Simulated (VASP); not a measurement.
# LiMg8 in VASP: notebook

One slab, LiMg8, is run at these levels: PBE; tasks: single point.

Everything below comes from runs of VASP 6.6.1. Logs are shortened: lines on timing, memory, paths and dates and some standing lists are left out, and cuts for length are marked.

### 1 The cell of the first run

The cell holds a slab with vacuum, 9 atoms: a = 6.420 Å, b = 5.138 Å, c = 19.164 Å, α = 90.00°, β = 90.00°, γ = 90.00°.

### 2 Single point, PBE (Li over (2/8, 4/8) of the surface cell, its height relaxed)

INCAR reads:

```
SYSTEM = LiMg8
PREC = Accurate ; ENCUT = 520
EDIFF = 1E-6 ; ISMEAR = 0
SIGMA = 0.1 ; LREAL = .FALSE.
LASPH = .TRUE. ; NELM = 100
ALGO = Normal ; ISIF = 2
LWAVE = .FALSE. ; LCHARG = .FALSE.
LDIPOL = .TRUE. ; IDIPOL = 3
DIPOL = 0.5 0.5 0.327 ; GGA = PE
NBANDS = 20
```

KPOINTS reads:

```
Automatic mesh
0
G
  4 5 1
  0 0 0
```

POSCAR reads:

```
LiMg8
1.0
    6.4201385733      0.0000000000      0.0000000000
    0.0000000000      5.1379129567      0.0000000000
    0.0000000000      0.0000000000     19.1644777215
Mg Li
8 1
Direct
    0.0000000000      0.7500000000      0.2087194892
    0.5000000000      0.7500000000      0.2087194892
    0.2500000000      0.2500000000      0.2570728644
    0.7500000000      0.2500000000      0.2570728644
    0.2500000000      0.7500000000      0.3587181854
    0.7500000000      0.7500000000      0.3587181854
    0.0000000000      0.2500000000      0.3999314687
    0.5000000000      0.2500000000      0.3999314687
    0.1250000000      0.7500000000      0.4929967146
```

Potentials or basis: VASP PAW PBE potentials, release 64 (Mg, Li_sv).

On the command line:

```bash
cat potpaw_PBE.64/Mg/POTCAR potpaw_PBE.64/Li_sv/POTCAR > POTCAR
mpirun -np 1 vasp_std > vasp.out
```

OUTCAR:

```text
SYSTEM = LiMg8
   PREC = Accurate
   ENCUT = 520
   EDIFF = 1E-6
   ISMEAR = 0
   LREAL = .FALSE.
   LASPH = .TRUE.
   NELM = 100
   ISIF = 2
   GGA = PE

 ion  position               nearest neighbor table
   1  0.000  0.750  0.209-   3 3.17   4 3.17   3 3.17   4 3.17   2 3.21   2 3.21   6 3.29   5 3.29

   2  0.500  0.750  0.209-   3 3.17   4 3.17   3 3.17   4 3.17   1 3.21   1 3.21   6 3.29   5 3.29

   3  0.250  0.250  0.257-   1 3.17   2 3.17   1 3.17   2 3.17   7 3.17   8 3.17   4 3.21   4 3.21
                             5 3.22   5 3.22
   4  0.750  0.250  0.257-   1 3.17   2 3.17   1 3.17   2 3.17   7 3.17   8 3.17   3 3.21   3 3.21
                             6 3.22   6 3.22
   5  0.250  0.750  0.359-   9 2.70   8 3.13   7 3.13   7 3.13   8 3.13   6 3.21   6 3.21   3 3.22
                             3 3.22   2 3.29   1 3.29
   6  0.750  0.750  0.359-   7 3.13   8 3.13   7 3.13   8 3.13   5 3.21   5 3.21   4 3.22   4 3.22
                             1 3.29   2 3.29
   7  0.000  0.250  0.400-   5 3.13   6 3.13   5 3.13   6 3.13   3 3.17   4 3.17   8 3.21   8 3.21

   8  0.500  0.250  0.400-   5 3.13   6 3.13   5 3.13   6 3.13   3 3.17   4 3.17   7 3.21   7 3.21

   9  0.125  0.750  0.493-   5 2.70

  LATTYP: Found a simple orthorhombic cell.
 ALAT       =     5.1379129567
 B/A-ratio  =     1.2495615686
 C/A-ratio  =     3.7300121436

  Lattice vectors:

 A1 = (   0.0000000000,  -5.1379129567,   0.0000000000)
 A2 = (   6.4201385733,   0.0000000000,   0.0000000000)
 A3 = (   0.0000000000,   0.0000000000,  19.1644777215)

Analysis of symmetry for initial positions (statically):
=====================================================================
 Subroutine PRICEL returns:
 Original cell was already a primitive cell.

 Routine SETGRP: Setting up the symmetry group for a
 simple orthorhombic supercell.

 Subroutine GETGRP returns: Found  2 space group operations
 (whereof  1 operations were pure point group operations)
 out of a pool of  8 trial point group operations.

The static configuration has the point symmetry C_1 .
 The point group associated with its full space group is C_1h.

Analysis of symmetry for dynamics (positions and initial velocities):
=====================================================================
 Subroutine PRICEL returns:
 Original cell was already a primitive cell.

 Routine SETGRP: Setting up the symmetry group for a
 simple orthorhombic supercell.

 Subroutine GETGRP returns: Found  2 space group operations
 (whereof  1 operations were pure point group operations)
 out of a pool of  8 trial point group operations.

The dynamic configuration has the point symmetry C_1 .
 The point group associated with its full space group is C_1h.

 Subroutine INISYM returns: Found  2 space group operations
 (whereof  1 operations are pure point group operations),
 and found     1 'primitive' translations

----------------------------------------------------------------------------------------

                                     Primitive cell

  volume of cell :     632.1616

  direct lattice vectors                    reciprocal lattice vectors
     6.420138573  0.000000000  0.000000000     0.155759878  0.000000000  0.000000000
     0.000000000  5.137912957  0.000000000     0.000000000  0.194631557  0.000000000
     0.000000000  0.000000000 19.164477721     0.000000000  0.000000000  0.052179872

  length of vectors
     6.420138573  5.137912957 19.164477721     0.155759878  0.194631557  0.052179872

  position of ions in fractional coordinates (direct lattice)
     0.000000000  0.750000000  0.208719489
     0.500000000  0.750000000  0.208719489
     0.250000000  0.250000000  0.257072864
     0.750000000  0.250000000  0.257072864
     0.250000000  0.750000000  0.358718185
     0.750000000  0.750000000  0.358718185
     0.000000000  0.250000000  0.399931469
     0.500000000  0.250000000  0.399931469
     0.125000000  0.750000000  0.492996715

  ion indices of the primitive-cell ions
   primitive index   ion index
                 1           1
                 2           2
                 3           3
                 4           4
                 5           5
                 6           6
                 7           7
                 8           8
                 9           9

----------------------------------------------------------------------------------------

 KPOINTS: Automatic mesh

Automatic generation of k-mesh.
 Grid dimensions read from file:
 generate k-points for:    4    5    1

 Generating k-lattice:

  Cartesian coordinates                     Fractional coordinates (reciprocal lattice)
     0.038939969  0.000000000  0.000000000     0.250000000  0.000000000  0.000000000
     0.000000000  0.038926311  0.000000000     0.000000000  0.200000000  0.000000000
     0.000000000  0.000000000  0.052179872     0.000000000  0.000000000  1.000000000

  Length of vectors
     0.038939969  0.038926311  0.052179872

  Shift w.r.t. Gamma in fractional coordinates (k-lattice)
     0.000000000  0.000000000  0.000000000

 Subroutine IBZKPT returns following result:
 ===========================================

 Found      9 irreducible k-points:

 Following reciprocal coordinates:
            Coordinates               Weight
  0.000000  0.000000  0.000000      1.000000
  0.250000  0.000000  0.000000      2.000000
  0.500000  0.000000  0.000000      1.000000
  0.000000  0.200000  0.000000      2.000000
  0.250000  0.200000  0.000000      4.000000
  0.500000  0.200000  0.000000      2.000000
  0.000000  0.400000  0.000000      2.000000
  0.250000  0.400000  0.000000      4.000000
  0.500000  0.400000  0.000000      2.000000
   k-points           NKPTS =      9   k-points in BZ     NKDIM =      9   number of bands    NBANDS=     20
   number of dos      NEDOS =    301   number of ions     NIONS =      9
   total plane-waves  NPLWV = 276480
   dimension x,y,z NGX =    48 NGY =   40 NGZ =  144
   dimension x,y,z NGXF=    96 NGYF=   80 NGZF=  288
   ions per type =               8   1
   NGX,Y,Z   is equivalent  to a cutoff of  12.43, 12.94, 12.49 a.u.
   NGXF,Y,Z  is equivalent  to a cutoff of  24.86, 25.89, 24.98 a.u.
 SYSTEM =  LiMg8
   PREC   = accura    normal or accurate (medium, high low for compatibility)
   ISTART =      0    job   : 0-new  1-cont  2-samecut
   ICHARG =      2    charge: 1-file 2-atom 10-const
   ISPIN  =      1    spin polarized calculation?
   LNONCOLLINEAR =      F non collinear calculations
   LSORBIT =      F    spin-orbit coupling
   LASPH  =      T    aspherical Exc in radial PAW
   ENCUT  =  520.0 eV  38.22 Ry    6.18 a.u.  11.94  9.55 35.63*2*pi/ulx,y,z
   NELM   =    100;   NELMIN=  2; NELMDL= -5     # of ELM steps
   EDIFF  = 0.1E-05   stopping-criterion for ELM
   LREAL  =      F    real-space projection
   EDIFFG = 0.1E-04   stopping-criterion for IOM
   NSW    =      0    number of steps for IOM
   IBRION =     -1    ionic relax: 0-MD 1-quasi-New 2-CG
   NFREE  =      0    steps in history (QN), initial steepest desc. (CG)
   ISIF   =      2    stress and relaxation
   ISYM   =      2    0-nonsym 1-usesym 2-fastsym
   POTIM  = 0.5000    time-step for ionic-motion
   TEBEG  =    0.0;   TEEND  =   0.0 temperature during run
   PSTRESS=    0.0 pullay stress
   NELECT =      19.0000    total number of electrons
   NUPDOWN=      -1.0000    fix difference up-down
   EMIN   =  10.00;   EMAX   =-10.00  energy-range for DOS
   EFERMI =   0.00;   METHOD = LEGACY
   ISMEAR =     0;   SIGMA  =   0.10  broadening in eV -4-tet -1-fermi 0-gaus
   EFERMI_NEDOS =   21; number of points for ismear=-14 and -15
   IALGO  =     38    algorithm
   IMIX   =      4    mixing-type and parameters
     AMIX     =   0.40;   BMIX     =  1.00
     AMIX_MAG =   1.60;   BMIX_MAG =  1.00
  volume/ion in A,a.u.               =      70.24       474.00
  Fermi-wavevector in a.u.,A,eV,Ry     =   0.508999  0.961868  3.524993  0.259080
  Thomas-Fermi vector in A             =   1.521291
   LORBIT       =      0    0 simple, 1 ext, 2 COOP (PROOUT), +10 PAW based schemes
   GGA     = PE    functional components
   LHFCALC =     F    Hartree Fock is set to
   AEXX    =    0.0000 exact exchange contribution
   IVDW    =     0    specifies the selected vdW correction
   LEPSILON=     F    determine dielectric tensor
   LRPA    =     F    only Hartree local field effects (RPA)
 non-spin polarized calculation
 Gauss-broadening in eV      SIGMA  =   0.10
  energy-cutoff  :      520.00
  volume of cell :      632.16
 maximum number of plane-waves:     17060
 NGX is ok and might be reduce to    48
   NGX = 23   NGY = 19   NGZ = 71

 dipolmoment           0.000000      0.000000      0.017653 electrons x Angstroem

 number of electron      18.9999996 magnetization

 dipolmoment           0.000000      0.000000     -0.212001 electrons x Angstroem

 Free energy of the ion-electron system (eV)
  ---------------------------------------------------
  ext. energy  EPLUGINS =         0.00000000
  ---------------------------------------------------
  free energy    TOTEN  =       -11.37467194 eV

  energy without entropy =      -11.36548297  energy(sigma->0) =      -11.37007746

 E-fermi :  -1.2686     XC(G=0):  -3.6773

 val. band max:       -1.2934476981   @ k =   0.5000   0.0000   0.0000
 cond. band min:      -1.1901995013   @ k =   0.5000   0.0000   0.0000
 fundamental gap:      0.1032481968
 Fermi energy:        -1.2686168419

 k-point     1 :       0.0000    0.0000    0.0000
  band No.  band energies     occupation
      1     -49.3750      2.00000
      2      -7.3061      2.00000
      3      -5.3171      2.00000
      4      -3.7954      2.00000
      5      -3.6739      2.00000
      6      -2.7215      2.00000
[... 12 lines left out ...]
     19       1.8084      0.00000
[... 168 lines left out ...]
      4      -4.4534      2.00000
      5      -4.3934      2.00000
      6      -3.6257      2.00000
[... 12 lines left out ...]
     19       2.3544      0.00000
     20       2.4924      0.00000

------------------------ aborting loop because EDIFF is reached ----------------------------------------

 vacuum level on the upper side and lower side of the slab       (xc-potential included)        -0.753         0.402

  FORCE on cell =-STRESS in cart. coord.  units (eV):
  Direction    XX          YY          ZZ          XY          YZ          ZX
  --------------------------------------------------------------------------------------
  -------------------------------------------------------------------------------------
  Total       -2.7512600     -2.9346339     -0.5909233      0.0000000      0.0000000     -0.2711818
  in kB       -6.9729103     -7.4376611     -1.4976612      0.0000000      0.0000000     -0.6872946
  external PRESSURE =      -5.3027442 kB  Pullay stress =       0.0000000 kB

 VOLUME and BASIS-vectors are now :
 -----------------------------------------------------------------------------
  energy-cutoff  :      520.00
  volume of cell :      632.16
      direct lattice vectors                 reciprocal lattice vectors
     6.420138573  0.000000000  0.000000000     0.155759878  0.000000000  0.000000000
     0.000000000  5.137912957  0.000000000     0.000000000  0.194631557  0.000000000
     0.000000000  0.000000000 19.164477721     0.000000000  0.000000000  0.052179872

 POSITION                                       TOTAL-FORCE (eV/Angst)
 -----------------------------------------------------------------------------------
      0.00000      3.85343      4.00000         0.002883      0.000000      0.213012
      3.21007      3.85343      4.00000        -0.005056      0.000000      0.228383
      1.60503      1.28448      4.92667         0.002117      0.000000     -0.154095
      4.81510      1.28448      4.92667        -0.011564      0.000000     -0.125245
      1.60503      3.85343      6.87465         0.143308      0.000000     -0.478532
      4.81510      3.85343      6.87465         0.031574      0.000000      0.122829
      0.00000      1.28448      7.66448         0.015704      0.000000      0.065322
      3.21007      1.28448      7.66448        -0.085424      0.000000      0.132432
      0.80252      3.85343      9.44802        -0.093541      0.000000     -0.004105
 -----------------------------------------------------------------------------------
    total drift:                                0.000086     -0.000000     -0.000257

  FREE ENERGIE OF THE ION-ELECTRON SYSTEM (eV)
  ---------------------------------------------------
  free  energy   TOTEN  =       -11.3746719419 eV

  energy  without entropy=      -11.3654829689  energy(sigma->0) =      -11.37007746

 vacuum level on the upper side and lower side of the slab         0.995         2.187
```

Run time: 2.4 min. Hardware: 1 thread of Intel Xeon Platinum 8375C at 2.90GHz (Ice Lake), shared host; peak memory 0.59 GiB.

Results:

```yaml
Free_energy: -11.3747 eV
Largest_force: 0.500 eV/Å
Band_gap_on_the_k_mesh: none (metal or under the smearing width)
```

Forces on the atoms (eV/Å):
```
Mg   0.003  0.000  0.213
Mg  -0.005  0.000  0.228
Mg   0.002  0.000 -0.154
Mg  -0.012  0.000 -0.125
Mg   0.143  0.000 -0.479
Mg   0.032  0.000  0.123
Mg   0.016  0.000  0.065
Mg  -0.085  0.000  0.132
Li  -0.094  0.000 -0.004
```

Levels at points of the mesh, in eV from the Fermi level:
```csv
k point,band 8,band 9,band 10,band 11,band 12,band 13
"(0.00, 0.00, 0.00)",-0.66,-0.40,-0.12,0.58,0.94,1.78
"(0.50, 0.00, 0.00)",-0.02,0.08,0.64,0.75,1.17,1.56
```

Caveat: the cutoff is under 1.25 times the usual one of these potentials, so pressure, stress and relaxed cells hold a basis-set (Pulay) error.

### 3 Single point, PBE (Li over (2/8, 0/8) of the surface cell, its height relaxed)

INCAR reads:

```
ALGO = Fast ; DIPOL = 0.5 0.5 0.331
EDIFF = 1E-7 ; ENCUT = 520
GGA = PE ; IDIPOL = 3
ISIF = 2 ; ISMEAR = 0
LASPH = T ; LCHARG = F
LDIPOL = T ; LREAL = F
LWAVE = F ; NBANDS = 20
NELM = 100 ; PREC = Accurate
SIGMA = 0.1
```

KPOINTS reads:

```
k-points
0
Gamma
  4 5 1
```

POSCAR: that of step 2 with these lines changed.

```diff
@@ -16,2 +16,2 @@
     0.5000000000      0.2500000000      0.3999314687
-    0.1250000000      0.7500000000      0.4929967146
+    0.1250000000      0.2500000000      0.5322656279
```

Potentials or basis: VASP PAW PBE potentials, release 64 (Mg, Li_sv).

On the command line:

```bash
cat potpaw_PBE.64/Mg/POTCAR potpaw_PBE.64/Li_sv/POTCAR > POTCAR
mpirun -np 1 vasp_std > vasp.out
```

Run time: 3.6 min. Hardware: 1 thread of Intel Xeon Platinum 8375C at 2.90GHz (Ice Lake), shared host; peak memory 0.58 GiB.

The run converged. Its results:

```
Free energy            : -10.7689 eV
Largest force          : 0.536 eV/Å
Band gap on the k mesh : none (metal or under the smearing width)
```

Forces on the atoms (eV/Å):
```
Mg   0.009  0.000  0.246
Mg  -0.007  0.000  0.278
Mg  -0.005  0.000 -0.159
Mg   0.005  0.000 -0.134
Mg   0.010  0.000  0.102
Mg  -0.012  0.000  0.053
Mg  -0.186  0.000 -0.503
Mg  -0.027  0.000  0.133
Li   0.212  0.000 -0.016
```

Levels at points of the mesh, in eV from the Fermi level:
| k point | band 7 | band 8 | band 9 | band 10 | band 11 | band 12 | band 13 | band 14 |
| --- | --- | --- | --- | --- | --- | --- | --- | --- |
| (0.00, 0.00, 0.00) | -0.77 | -0.62 | -0.33 | -0.09 | 0.07 | 1.09 | 1.28 | 1.64 |
| (0.50, 0.00, 0.00) | -0.49 | 0.05 | 0.07 | 0.59 | 0.73 | 0.75 | 1.29 | 1.67 |

Caveat: the cutoff is under 1.25 times the usual one of these potentials, so pressure, stress and relaxed cells hold a basis-set (Pulay) error.
